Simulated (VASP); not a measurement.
Calculation: PBE GGA with D4 dispersion, VASP's PBE PAW potentials (set 64) (plane waves; VASP).

A VASP calculation is set up with these files.

INCAR:
```
ALGO = Normal
EDIFF = 1E-7
ENCUT = 520
GGA = PE
ICHARG = 11
ISMEAR = 0
IVDW = 13
LASPH = T
LCHARG = F
LORBIT = 11
LREAL = F
LWAVE = F
NELM = 100
PREC = Accurate
SIGMA = 0.05
SYSTEM = SiC
```

**KPOINTS**
```
k-points along high-symmetry lines
15
Line-mode
Reciprocal
  0.000000   0.000000   0.000000 ! GAMMA
 -0.500000  -0.500000   0.000000 ! X

 -0.500000  -0.500000   0.000000 ! X
 -0.375000  -0.375000   0.250000 ! U

 -0.375000  -0.000000   0.375000 ! K
  0.000000   0.000000   0.000000 ! GAMMA

  0.000000   0.000000   0.000000 ! GAMMA
 -0.000000  -0.000000   0.500000 ! L

 -0.000000  -0.000000   0.500000 ! L
 -0.500000  -0.250000   0.250000 ! W

 -0.500000  -0.250000   0.250000 ! W
 -0.500000  -0.500000   0.000000 ! X
```

### POSCAR
```
SiC
3.0764420
  0.0000000000   0.7071068804   0.7071068804
  0.7071068804   0.0000000000   0.7071068804
  0.7071068804   0.7071068804   0.0000000000
Si C
1 1
Cartesian
  0.0000000000   0.0000000000   0.0000000000
  0.3535534402   0.3535534402   0.3535534402
```

POTCAR, in this order: Si C (PBE.64 set). Program: vasp_std. Read from the step before: CHGCAR.

Output of the run:

File OUTCAR:
```
 ion  position               nearest neighbor table
   1  0.000  0.000  0.000-   2 1.88   2 1.88   2 1.88   2 1.88
   2  0.250  0.250  0.250-   1 1.88   1 1.88   1 1.88   1 1.88
  LATTYP: Found a face centered cubic cell.
 ALAT       =     4.3507466106
 Subroutine PRICEL returns:
 Original cell was already a primitive cell.
 Subroutine GETGRP returns: Found 24 space group operations
The static configuration has the point symmetry T_d .
The dynamic configuration has the point symmetry T_d .
 Subroutine INISYM returns: Found 24 space group operations
   k-points           NKPTS =     90   k-points in BZ     NKDIM =     90   number of bands    NBANDS=      8
   number of dos      NEDOS =    301   number of ions     NIONS =      2
   total plane-waves  NPLWV =  13824
   dimension x,y,z NGX =    24 NGY =   24 NGZ =   24
   dimension x,y,z NGXF=    48 NGYF=   48 NGZF=   48
   ions per type =               1   1
   PREC   = accura    normal or accurate (medium, high low for compatibility)
   ISTART =      0    job   : 0-new  1-cont  2-samecut
   ICHARG =     11    charge: 1-file 2-atom 10-const
   ISPIN  =      1    spin polarized calculation?
   LNONCOLLINEAR =      F non collinear calculations
   LSORBIT =      F    spin-orbit coupling
   INIWAV =      1    electr: 0-lowe 1-rand  2-diag
   ENCUT  =  520.0 eV  38.22 Ry    6.18 a.u.   5.72  5.72  5.72*2*pi/ulx,y,z
...
```

**OSZICAR**
```
       N       E                     dE             d eps       ncg     rms          rms(c)
DAV:   1     0.602167432004E+01    0.60217E+01   -0.40654E+03  1472   0.830E+02
DAV:   2    -0.131792719784E+02   -0.19201E+02   -0.18071E+02  2120   0.988E+01
DAV:   3    -0.134811001165E+02   -0.30183E+00   -0.30183E+00  1704   0.154E+01
DAV:   4    -0.134819886039E+02   -0.88849E-03   -0.88849E-03  2312   0.879E-01
DAV:   5    -0.134819895409E+02   -0.93702E-06   -0.93702E-06  1680   0.171E-02
DAV:   6    -0.134819895450E+02   -0.40745E-08   -0.40739E-08  2320   0.883E-04
   1 F= -.14143276E+02 E0= -.14143276E+02  d E =-.183925E-13
```

### OUTCAR
```
 val. band max:        8.1629962929   @ k =   0.0000   0.0000   0.0000

 cond. band min:       9.5153848964   @ k =  -0.5000  -0.5000   0.0000



 k-point     1 :       0.0000    0.0000    0.0000
  band No.  band energies     occupation
      1      -7.2795      2.00000
      2       8.1630      2.00000
      3       8.1630      2.00000
      4       8.1630      2.00000
      5      14.4556      0.00000
      6      15.5053      0.00000
      7      15.5053      0.00000
      8      15.5053      0.00000

 k-point     2 :      -0.0357   -0.0357    0.0000
  band No.  band energies     occupation
      1      -7.2461      2.00000
      2       8.0558      2.00000
      3       8.0960      2.00000
      4       8.0960      2.00000
      5      14.5511      0.00000
      6      15.4167      0.00000
      7      15.6026      0.00000
      8      15.6026      0.00000

 k-point     3 :      -0.0714   -0.0714    0.0000
  band No.  band energies     occupation
      1      -7.1458      2.00000
      2       7.7559      2.00000
      3       7.9073      2.00000
      4       7.9073      2.00000
      5      14.7576      0.00000
      6      15.2125      0.00000
      7      15.8813      0.00000
      8      15.8813      0.00000

 k-point     4 :      -0.1071   -0.1071    0.0000
  band No.  band energies     occupation
      1      -6.9794      2.00000
      2       7.3117      2.00000
      3       7.6275      2.00000
      4       7.6275      2.00000
      5      14.6020      0.00000
      6      15.3066      0.00000
      7      16.3085      0.00000
      8      16.3085      0.00000

 k-point     5 :      -0.1429   -0.1429    0.0000
  band No.  band energies     occupation
      1      -6.7476      2.00000
      2       6.7696      2.00000
      3       7.2919      2.00000
      4       7.2919      2.00000
      5      14.1147      0.00000
      6      15.5424      0.00000
      7      16.8452      0.00000
      8      16.8452      0.00000
...
```

The density is held fixed in this step, so its total energy and stress have no physical meaning.

The compound is SiC in the zinc blende structure. It was relaxed first.
